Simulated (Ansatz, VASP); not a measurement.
# Cross-check of ZrGe between VASP and Ansatz

Aim: how closely do two programs agree when they are given the same cell, functional and k mesh? The cell is generated by rule, not measured, and may not be a known phase. The cell is taken from a series of runs on this material, whose earlier steps may have relaxed, scaled, displaced or heated it; both programs get it as it stands.

Program: Ansatz 0.2.0. Level of theory: plane waves, with VASP 6.6.1 beside it; relaxation of cell and atoms at LDA. Results are calculated unless marked as measured.

## 1. Starting point

Symmetry: F-43m, No. 216, cubic system. The conventional cell has a = 5.999 Å, b = 5.999 Å, c = 5.999 Å, α = 90.00°, β = 90.00°, γ = 90.00°. Zr has 4 Ge at 2.60 Å nearest. Nearest to Ge lie 4 Zr at 2.60 Å. Farther neighbours are not listed.

Coordinates:

```cif
data_structure
_symmetry_space_group_name_H-M 'P 1'
_symmetry_Int_Tables_number 1
_cell_length_a 4.2416
_cell_length_b 4.2416
_cell_length_c 4.2416
_cell_angle_alpha 60.000
_cell_angle_beta 60.000
_cell_angle_gamma 60.000
_cell_volume 53.96
loop_
_atom_site_label
_atom_site_type_symbol
_atom_site_fract_x
_atom_site_fract_y
_atom_site_fract_z
_atom_site_occupancy
Zr1 Zr 0.00000 0.00000 0.00000 1
Ge2 Ge 0.25000 0.25000 0.25000 1
```

## 2. VASP: relaxation of cell and atoms, LDA, pair 1

The relaxed volume is the usual yardstick between codes: in a stiff, nearly cubic crystal its relative difference is about their pressure difference at one cell divided by the bulk modulus.

Lines of VASP's logs that name or quote its potential files are left out, and so is its time.

Input file INCAR:

```
SYSTEM = ZrGe
PREC = Accurate
ENCUT = 500
EDIFF = 1E-07
NELM = 120
ISMEAR = 0
SIGMA = 0.1
LREAL = .FALSE.
ALGO = Normal
GGA = CA
NBANDS = 19
LASPH = .TRUE.
LORBIT = 11
LWAVE = .FALSE.
LCHARG = .FALSE.
ISIF = 3
IBRION = 2
NSW = 80
EDIFFG = -0.005
GGA_COMPAT = .FALSE.
NELMIN = 4
KPAR = 2
```

Input file POSCAR:

```
ZrGe
1.0
    0.0000000000      2.9992550000      2.9992550000
    2.9992550000      0.0000000000      2.9992550000
    2.9992550000      2.9992550000      0.0000000000
Zr Ge
1 1
Direct
    0.0000000000      0.0000000000      0.0000000000
    0.2500000834      0.2500000834      0.2500000834
```

Input file KPOINTS:

```
Automatic mesh
0
Gamma
12 12 12
0 0 0
```

Potentials, in the order of the species: Zr_sv and Ge_d (LDA family, release 64).

Command:

```bash
> mpirun -np 2 vasp_std
```

Numbers of over 12 decimals in the logs are rounded to 6 here.

Log:

```text
[banner, memory and clock lines left out]
running    2 mpi-ranks, on    1 nodes
 distrk:  each k-point on    1 cores,    2 groups
 distr:  one band on    1 cores,    1 groups

 POSCAR found type information on POSCAR ZrGe
 POSCAR found :  2 types and       2 ions
 LDA part: xc-table for (Slater(with rela. corr.)+CA(PZ))
 , standard interpolation
 POSCAR, INCAR and KPOINTS ok, starting setup
 FFT: planning ... GRIDC
 FFT: planning ... GRID_SOFT
 FFT: planning ... GRID
 WAVECAR not read
 entering main loop
       N       E                     dE             d eps       ncg     rms          rms(c)
DAV:   1     0.249013401243E+03    0.24901E+03   -0.13400E+04  3138   0.272E+03
DAV:   2     0.138892139038E+02   -0.23512E+03   -0.22870E+03  2795   0.658E+02
DAV:   3    -0.137198362111E+02   -0.27609E+02   -0.27120E+02  3109   0.142E+02
DAV:   4    -0.154175860400E+02   -0.16977E+01   -0.16920E+01  4571   0.342E+01
DAV:   5    -0.154509282936E+02   -0.33342E-01   -0.33319E-01  3178   0.389E+00    0.112E+01
DAV:   6    -0.139336098236E+02    0.15173E+01   -0.41078E+00  4773   0.671E+01    0.336E+00
DAV:   7    -0.139098482235E+02    0.23762E-01   -0.36237E-01  3281   0.544E+00    0.152E+00
DAV:   8    -0.139057445710E+02    0.41037E-02   -0.50217E-02  4058   0.335E+00    0.410E-01
DAV:   9    -0.139045588045E+02    0.11858E-02   -0.74607E-03  4239   0.106E+00    0.853E-02
DAV:  10    -0.139044441717E+02    0.11463E-03   -0.90568E-04  3182   0.304E-01    0.380E-02
DAV:  11    -0.139044306421E+02    0.13530E-04   -0.43112E-05  3634   0.572E-02    0.839E-03
DAV:  12    -0.139044287079E+02    0.19342E-05   -0.14801E-05  3837   0.250E-02    0.576E-03
DAV:  13    -0.139044287546E+02   -0.46757E-07   -0.25151E-06  4131   0.145E-02    0.321E-03
DAV:  14    -0.139044286152E+02    0.13947E-06   -0.53623E-07  3021   0.576E-03    0.293E-04
DAV:  15    -0.139044286205E+02   -0.53392E-08   -0.45274E-08  1554   0.165E-03
   1 F= -.13904429E+02 E0= -.13902680E+02  d E =-.139044E+02
 curvature:   0.00 expect dE= 0.000E+00 dE for cont linesearch  0.000E+00
 trial: gam= 0.00000 g(F)=  0.106E-41 g(S)=  0.171E-03 ort = 0.000E+00 (trialstep = 0.100E+01)
 search vector abs. value=  0.171E-03
 bond charge predicted
       N       E                     dE             d eps       ncg     rms          rms(c)
DAV:   1    -0.139079718747E+02   -0.35433E-02   -0.68323E-02  3624   0.343E+00    0.425E-01
DAV:   2    -0.139050804650E+02    0.28914E-02   -0.69536E-03  3552   0.992E-01    0.160E-01
DAV:   3    -0.139044828715E+02    0.59759E-03   -0.17828E-03  4467   0.438E-01    0.758E-02
DAV:   4    -0.139044598750E+02    0.22996E-04   -0.12538E-04  3909   0.903E-02    0.366E-02
DAV:   5    -0.139044548831E+02    0.49919E-05   -0.56613E-05  4631   0.463E-02    0.165E-02
DAV:   6    -0.139044544669E+02    0.41619E-06   -0.28250E-06  2957   0.172E-02    0.609E-03
DAV:   7    -0.139044543220E+02    0.14497E-06   -0.11911E-06  3999   0.777E-03    0.165E-03
DAV:   8    -0.139044543163E+02    0.56043E-08   -0.57261E-08  1729   0.255E-03
   2 F= -.13904454E+02 E0= -.13902723E+02  d E =-.256958E-04
 trial-energy change:   -0.000026  1 .order   -0.000023   -0.000171    0.000126
 step:   0.5911(harm=  0.5759)  dis= 0.00000  next Energy=   -13.904480 (dE=-0.513E-04)
 bond charge predicted
       N       E                     dE             d eps       ncg     rms          rms(c)
DAV:   1    -0.139050662034E+02   -0.61188E-03   -0.11417E-02  3624   0.139E+00    0.174E-01
DAV:   2    -0.139045831914E+02    0.48301E-03   -0.11509E-03  3549   0.406E-01    0.654E-02
DAV:   3    -0.139044838107E+02    0.99381E-04   -0.30241E-04  4496   0.178E-01    0.316E-02
DAV:   4    -0.139044800929E+02    0.37178E-05   -0.20758E-05  3755   0.377E-02    0.150E-02
DAV:   5    -0.139044791938E+02    0.89910E-06   -0.95727E-06  4631   0.188E-02    0.739E-03
DAV:   6    -0.139044791451E+02    0.48773E-07   -0.50356E-07  2989   0.736E-03
   3 F= -.13904479E+02 E0= -.13902741E+02  d E =-.505245E-04
 curvature:  -0.29 expect dE=-0.108E-07 dE for cont linesearch -0.108E-07
 trial: gam=-0.01460 g(F)=  0.123E-40 g(S)=  0.376E-07 ort = 0.254E-05 (trialstep = 0.918E+00)
 search vector abs. value=  0.108E-09
 reached required accuracy - stopping structural energy minimisation
```

From OUTCAR (step 2):

```text
ion  position               nearest neighbor table
   1  0.000  0.000  0.000-   2 2.60   2 2.60   2 2.60   2 2.60
   2  0.250  0.250  0.250-   1 2.60   1 2.60   1 2.60   1 2.60

  LATTYP: Found a face centered cubic cell.
 ALAT       =     5.9985100000

 Subroutine GETGRP returns: Found 24 space group operations
 (whereof 24 operations were pure point group operations)

The static configuration has the point symmetry T_d .

 Found     72 irreducible k-points:

   k-points           NKPTS =     72   k-points in BZ     NKDIM =     72   number of bands    NBANDS=     19

   dimension x,y,z NGX =    32 NGY =   32 NGZ =   32
   dimension x,y,z NGXF=    64 NGYF=   64 NGZF=   64

   ENCUT  =  500.0 eV  36.75 Ry    6.06 a.u.   7.73  7.73  7.73*2*pi/ulx,y,z

   NELECT =      26.0000    total number of electrons

 k-points in reciprocal lattice and weights: Automatic mesh
   0.00000000  0.00000000  0.00000000       0.001
   0.08333333  0.00000000  0.00000000       0.005
   0.16666667  0.00000000  0.00000000       0.005
   0.25000000  0.00000000  0.00000000       0.005
   0.33333333  0.00000000  0.00000000       0.005
   0.41666667  0.00000000  0.00000000       0.005
   0.50000000  0.00000000  0.00000000       0.002
   0.08333333  0.08333333  0.00000000       0.003
   0.16666667  0.08333333  0.00000000       0.014
[...]
-0.33333333  0.50000000  0.16666667       0.007
  -0.25000000  0.50000000  0.25000000       0.003

 average (electrostatic) potential at core
       1 -79.1042       2 -73.9381

 E-fermi :   4.5675

 k-point     1 :       0.0000    0.0000    0.0000
  band No.  band energies     occupation
    ...
      9     -18.6164      2.00000
     10      -4.1312      2.00000
     11       3.0417      2.00000
     12       3.0417      2.00000
     13       3.0417      2.00000
     14       5.9408      0.00000
     15       5.9408      0.00000
     16       8.1109      0.00000
     17      11.6832      0.00000
     18      11.6832      0.00000
    ...

 k-point     2 :       0.0833    0.0000    0.0000
  band No.  band energies     occupation
    ...
      9     -18.6168      2.00000
     10      -4.0652      2.00000
     11       2.9205      2.00000
     12       3.0797      2.00000
     13       3.0797      2.00000
     14       5.9069      0.00000
     15       5.9069      0.00000
     16       8.3550      0.00000
     17      11.2733      0.00000
     18      11.6873      0.00000
    ...

 k-point     3 :       0.1667    0.0000    0.0000
  band No.  band energies     occupation
    ...
      9     -18.6176      2.00000
     10      -3.8799      2.00000
     11       2.6438      2.00000
     12       3.1776      2.00000
     13       3.1776      2.00000
     14       5.8475      0.00000
     15       5.8475      0.00000
     16       8.8848      0.00000
     17      10.3646      0.00000
     18      11.5006      0.00000
    ...

  Total        0.0007210      0.0007210      0.0007210      0.0000000      0.0000000      0.0000000
  in kB        0.0213624      0.0213624      0.0213624      0.0000000      0.0000000      0.0000000
  external PRESSURE =       0.0213624 kB  Pullay stress =       0.0000000 kB

  energy-cutoff  :      500.00
  volume of cell :       54.07
      direct lattice vectors                 reciprocal lattice vectors
    -0.000000000  3.001335678  3.001335678    -0.166592495  0.166592495  0.166592495
     3.001335678 -0.000000000  3.001335678     0.166592495 -0.166592495  0.166592495
     3.001335678  3.001335678 -0.000000000     0.166592495  0.166592495 -0.166592495

 POSITION                                       TOTAL-FORCE (eV/Angst)
 -----------------------------------------------------------------------------------
      0.00000      0.00000      0.00000        -0.000000     -0.000000      0.000000
      1.50067      1.50067      1.50067         0.000000      0.000000     -0.000000
 -----------------------------------------------------------------------------------
    total drift:                               -0.000309     -0.000309     -0.000308

  FREE ENERGIE OF THE ION-ELECTRON SYSTEM (eV)
  ---------------------------------------------------
  free  energy   TOTEN  =       -13.9044791451 eV

  energy  without entropy=      -13.9010020887  energy(sigma->0) =      -13.90274062

 reached required accuracy - stopping structural energy minimisation

 total charge
# of ion       s       p       d       tot
------------------------------------------
    1        2.191   5.961   1.631   9.783
    2        1.183   1.459   9.972  12.613
--------------------------------------------------
tot          3.374   7.420  11.602  22.396

[... 3 further parts left out ...]
```

CONTCAR:

```
ZrGe
   1.00000000000000
    -0.0000000000000000    3.0013356777267286    3.0013356777267286
     3.0013356777267286   -0.0000000000000000    3.0013356777267286
     3.0013356777267286    3.0013356777267286   -0.0000000000000000
  Zr              Ge
     1     1
Direct
     0.0000000000000000    0.0000000000000000    0.0000000000000000
     0.2500000834000033    0.2500000834000033    0.2500000834000033
```

The run keeps the 24 symmetry operations of its start, so it cannot find a distortion of lower symmetry.

## 3. Ansatz: relaxation of cell and atoms, LDA, pair 1

Ansatz runs on its default PAW (the set named soft_2) files.

The same cell, functional (in two slightly different forms), mesh and smearing now go to Ansatz, which takes its cutoff from its data sets.

Input file input.yaml:

```yaml
crystal:
  lattice:
    - [0.0, 2.9992550633, 2.9992550633]
    - [2.9992550633, 0.0, 2.9992550633]
    - [2.9992550633, 2.9992550633, 0.0]
  atoms:
    - { symbol: Zr, position: [0.0, 0.0, 0.0] }
    - { symbol: Ge, position: [0.25, 0.25, 0.25] }
kpoints:
  mp_grid: { grid: [12, 12, 12] }
hamiltonian:
  xc: lda
scf:
  occupations: { method: gaussian, width: 0.1 }
output:
  forces: true
  stress: true
  eigenvalues: true
relax:
  adjacent_minimum: "off"
  f_tol: 0.001
  max_steps: 60
  cell: { stress_tol: 0.01 }
```

Command:

```bash
> ansatz run input.yaml --threads 4 --pin off --max-ram 7168MiB --backend cpu --events-out ev --progress --plain --runs-dir out
```

Log:

```text
Engine: ansatz 0.2.0, aarch64-unknown-linux-gnu
Pseudopotentials: kind: paw
Pseudopotential: Zr, paw, valence charge 12, recommended cutoff 420 eV (normal), Zr.paw.azcp
Pseudopotential: Ge, paw, valence charge 14, recommended cutoff 420 eV (normal), Ge.paw.azcp
Functional definition: SPW92
  exchange = slater_x
  correlation = pw_c
Crystal: 2 atoms, lattice volume = 53.960 Å³
Basis set: ecut = 420 eV, 1067 PW (Γ)
Bands: 17, of which v1, the nominal top of the filled ones, is band 13 counted from 1 (12 counted from 0)
Symmetry: 24 space group operations
Space group: F-43m (ITA 216), of the structure as read, at distance tolerance 3.8e-5 Å
k-points: 72 of 1728 (time reversal used)
Non-local potential: Zr, projectors of the file, l = 0: 3, l = 1: 2, l = 2: 2, l = 3: 2
Non-local potential: Ge, projectors of the file, l = 0: 2, l = 1: 2, l = 2: 3, l = 3: 1
PAW form: soft (Blöchl's): semilocal exchange-correlation on the pseudo side does not see the compensation charge
PAW frozen core: Zr, regenerated for the run's functional, and the local potential with it (the file was generated under x = pbe(κ = 0.804, μ = 0.219515), c = pbe(β = 0.066725))
PAW frozen core: Ge, regenerated for the run's functional, and the local potential with it (the file was generated under x = pbe(κ = 0.804, μ = 0.219515), c = pbe(β = 0.066725))
PAW one-centre angular grid: Zr, 590 points (default); XC on 64 Gauss nodes
PAW one-centre angular grid: Ge, 590 points (default); XC on 64 Gauss nodes
Initial density: superposition of atomic densities (neutral atoms: chi_scale 0, normalization atom), corrected by the library's trained network
Initial wavefunctions: pseudopotential atomic-orbital guess
Functional: x = slater, c = lda
SCF iter   1: F=—  HF=-8292.610398 eV  |F-HF|=—  |Δ(HF+E_count)|=         —  Δρ=7.07e-3  dr2=2.72e-2  ethr=1.77e-3  ⟨swp⟩=5.0  Hψ=5394  notcnv=0
preconditioner: auto → Kerker (q_TF=auto, 2.416 Å⁻¹)  [metal: Δε(μ)=0.078 eV  Ē_g=5.395 eV  σ=0.100 eV  W_gap=0.41  n_scr=14 (ndim 8)  ℏωp=14.3 eV  f_vac=0.001  D(μ)=0.51/eV (n_scr^D=0)]
SCF iter   2: F=—  HF=-8292.605030 eV  |F-HF|=—  |Δ(HF+E_count)|=   5.37e-3  Δρ=3.48e-3  dr2=7.00e-3  ethr=1.04e-4  ⟨swp⟩=1.0  Hψ=1800  notcnv=0
SCF iter   3: F=—  HF=-8292.603445 eV  |F-HF|=—  |Δ(HF+E_count)|=   1.58e-3  Δρ=7.01e-4  dr2=4.36e-4  ethr=2.69e-5  ⟨swp⟩=2.0  Hψ=1496  notcnv=0
SCF iter   4: F=—  HF=-8292.603417 eV  |F-HF|=—  |Δ(HF+E_count)|=   2.79e-5  Δρ=3.75e-4  dr2=1.12e-4  ethr=1.68e-6  ⟨swp⟩=2.1  Hψ=1888  notcnv=0
SCF iter   5: F=—  HF=-8292.603367 eV  |F-HF|=—  |Δ(HF+E_count)|=   5.00e-5  Δρ=1.56e-4  dr2=2.07e-5  ethr=4.29e-7  ⟨swp⟩=2.0  Hψ=1866  notcnv=0
SCF iter   6: F=—  HF=-8292.603366 eV  |F-HF|=—  |Δ(HF+E_count)|=   1.45e-6  Δρ=4.11e-5  dr2=1.42e-6  ethr=7.96e-8  ⟨swp⟩=1.0  Hψ=1224  notcnv=0
SCF iter   7: F=-8292.603366 eV  HF=-8292.603366 eV  |F-HF|=3.04e-10  |Δ(HF+E_count)|=   1.00e-7  Δρ=8.28e-6  dr2=6.26e-8  ethr=3.85e-10  ⟨swp⟩=3.0  Hψ=4970  notcnv=0
SCF 1 converged in 7 iterations: F = -8292.603366 eV  dr2 = 6.26e-8
  greatest PAW one-centre occupation: 0.998 electrons in one spin orbital (limit 2), on the Ge atom at site 1 (counted from 0), in its partial waves of l = 2
relax step   1: F+E_penalty+E_count = -8292.60336585 eV  Δ(F+E_penalty+E_count) = +0.000e0 eV  max|allowed force component| = 2.224e-16 eV/Å  Δτ_max = 0.0000 Å  P = +0.004 GPa  Ω = 53.960 Å³  (7 SCF iters, dr2 threshold 1.00e-7 eV, accepted)
Initial density: handed on by an earlier stage of this run
Initial wavefunctions: pseudopotential atomic-orbital guess (no wavefunctions were taken with the density)
iter 1 solved again at ethr=2.89e-8 eV; its pass at ethr=3.10e-3 eV (dr2=7.52e-6 eV) is discarded
SCF iter   1: F=—  HF=-8292.603366 eV  |F-HF|=—  |Δ(HF+E_count)|=         —  Δρ=8.31e-6  dr2=6.31e-8  ethr=2.89e-8  ⟨swp⟩=3.0  Hψ=9107  notcnv=0
preconditioner: auto → Kerker (q_TF=auto, 2.416 Å⁻¹)  [metal: Δε(μ)=0.033 eV  Ē_g=5.340 eV  σ=0.100 eV  W_gap=0.18  n_scr=14 (ndim 8)  ℏωp=14.3 eV  f_vac=0.000  D(μ)=0.69/eV (n_scr^D=0)]
SCF iter   2: F=—  HF=-8292.603366 eV  |F-HF|=—  |Δ(HF+E_count)|=   5.06e-7  Δρ=5.94e-6  dr2=3.31e-8  ethr=2.43e-10  ⟨swp⟩=1.9  Hψ=1338  notcnv=0
SCF iter   3: F=—  HF=-8292.603366 eV  |F-HF|=—  |Δ(HF+E_count)|=   4.91e-9  Δρ=1.28e-6  dr2=1.78e-9  ethr=1.27e-10  ⟨swp⟩=1.6  Hψ=1282  notcnv=0
SCF iter   4: F=—  HF=-8292.603366 eV  |F-HF|=—  |Δ(HF+E_count)|=  2.91e-11  Δρ=5.45e-7  dr2=1.86e-10  ethr=6.83e-12  ⟨swp⟩=2.7  Hψ=1932  notcnv=0
SCF iter   5: F=—  HF=-8292.603366 eV  |F-HF|=—  |Δ(HF+E_count)|=  5.28e-11  Δρ=2.22e-7  dr2=3.02e-11  ethr=7.17e-13 (applied; sched 1.00e-12)  ⟨swp⟩=2.0  Hψ=1873  notcnv=0
SCF iter   6: F=—  HF=-8292.603366 eV  |F-HF|=—  |Δ(HF+E_count)|=  7.28e-12  Δρ=8.46e-8  dr2=6.75e-12  ethr=1.16e-13 (applied; sched 1.00e-12)  ⟨swp⟩=2.0  Hψ=1585  notcnv=0
SCF iter   7: F=-8292.603366 eV  HF=-8292.603366 eV  |F-HF|=0.00e0  |Δ(HF+E_count)|=  1.82e-12  Δρ=2.29e-8  dr2=5.46e-13  ethr=1.00e-12  ⟨swp⟩=3.0  Hψ=4749  notcnv=0
SCF 2 converged in 7 iterations: F = -8292.603366 eV  dr2 = 5.46e-13
relax step   2: F+E_penalty+E_count = -8292.60336586 eV  Δ(F+E_penalty+E_count) = -8.640e-9 eV  max|allowed force component| = 2.408e-16 eV/Å  Δτ_max = 0.0000 Å  P = +0.004 GPa  Ω = 53.960 Å³  stress off target by 4.33e-3 GPa  SCF on the basis re-selected at this cell (its energy is not comparable with the rows above)  (7 SCF iters)
basis re-selected at this cell: Δ(F+E_penalty+E_count) = -8.640e-9 eV, ΔP = -0.000 GPa vs the last step (what re-selecting the basis moved, of the pressure what is left beyond the Pulay correction that the steps carried, after the strain that the cell walked since its last selection, with what the two solves' SCF thresholds leave and, on support functions, any second-order correction that the steps lacked; it is no m [...]
SCF converged after 7 iterations
Free energy (F): -8292.603366 eV
Harris-Foulkes:  -8292.603366 eV  (|F-HF|=0.00e0)
Internal energy: -8292.599909 eV  (E = F + TS)
E sigma→0 (E₀):  -8292.601638 eV
Entropy (-TS):   -0.003457 eV (-1.728 meV/atom)
Fermi energy:    8.192379 eV
--- Per-component energies (eV) ---
  E_band       = -303.025787
  E_kinetic    = 445.180740
  E_local      = -3453.438223  (includes V_loc(G=0)·N_el)
  E_nonlocal   = 505.902195
  E_hartree    = 1426.773399
  E_xc         = -235.228958
  E_vxc        = -255.049112  (∫ρ·V_xc dr)
  E_paw        = -4789.612933  (= ΣΔE_a)
  E_vpaw       = -399.168509  (= ΣTr[D̂ρ^β])
  E_aug_tail   = 0.000350  (compensation charges beyond the density's cutoff)
  E_ewald      = -2194.455205
  E_core_change = 2.278727  (= ΣΔE_core)
  E_smearing   = -0.003457  (= −TS)
  E_closure    = 0.000000  (closes the sum)
  Σ components = -8292.603366   (vs F -8292.603366, Δ=0.00e0)
--- Forces (eV/Å), atoms counted from 1 ---
  atom   1  Zr     0.00000000    -0.00000000     0.00000000
  atom   2  Ge    -0.00000000    -0.00000000     0.00000000
  max |Σ_I F_I| component: 4.81e-16 eV/Å
--- Stress (GPa, compression-positive) ---
        0.004333       0.000000      -0.000000
        0.000000       0.004333       0.000000
       -0.000000       0.000000       0.004333
  P = ⅓ Tr σ = 0.0043 GPa (0.043 kbar)
--- Band table (eV; the first three rows and the last of 72) ---
  k-point 0: bands = [... 9 lower, -0.5330, 6.6655, 6.6655, 6.6655, 9.5710, 9.5710, 11.7257, 15.3169]
  k-point 1: bands = [... 9 lower, -0.4668, 6.5435, 6.7035, 6.7035, 9.5370, 9.5370, 11.9709, 14.9065]
  k-point 2: bands = [... 9 lower, -0.2810, 6.2650, 6.8016, 6.8016, 9.4773, 9.4773, 12.5047, 13.9938]
  k-point 71: bands = [... 9 lower, 0.9540, 6.0582, 6.6746, 8.1013, 8.2601, 9.7451, 10.3684, 11.2006]
--- Relaxed structure (1 steps of the walk, 1 accepted, 1 SCFs on fresh bases) ---
  F+E_penalty+E_count = -8292.60336586 eV   max|allowed force component| = 2.408e-16 eV/Å   (the final SCF, on the basis selected at the relaxed cell)
  cell:  # Å, volume = 53.9598 Å³
    - [0.0, 2.9992550633, 2.9992550633]
    - [2.9992550633, 0.0, 2.9992550633]
    - [2.9992550633, 2.9992550633, 0.0]
  atoms:
    - { symbol: Zr, position: [0.0, 0.0, 0.0] }
    - { symbol: Ge, position: [0.25, 0.25, 0.25] }
```

In the SCF lines HF is the Harris–Foulkes energy and dr2 the Hartree energy of the density residual, in eV; the loop may stop once dr2 is under the threshold and the program's other checks hold. Hψ counts applications of the Hamiltonian.

## 4. Comparison

Known differences besides the potentials themselves: the two LDA forms differ slightly; the cutoff is 420 eV in Ansatz and 500 eV in VASP; VASP's log shows a relativistic correction to its local exchange, Ansatz's none; Ansatz adds a Pulay correction to the stress that steers its cell, VASP none. Total energies have different zeros and are not compared.

The two programs side by side:

```
                                         quantity  Ansatz   VASP  difference
                                      volume (Å³)   53.96  54.07     -0.21 %
edge a after relaxation, in the typed setting (Å)   4.242  4.245     -0.07 %
```

(Continued in part 2 of 2.)

[Lines on the potential files, build, host, timing and source positions are cut from VASP's logs without a mark.]

[Logs are printed without paths, hosts, clocks, repeated set-up lines and the standing remarks that a program may print on its own settings, such as how far it seeks lower states.]

[Hosts, paths, dates, database ids (printed as entryN), source tags and the programs' standing remarks are cut or masked in the printed files.]
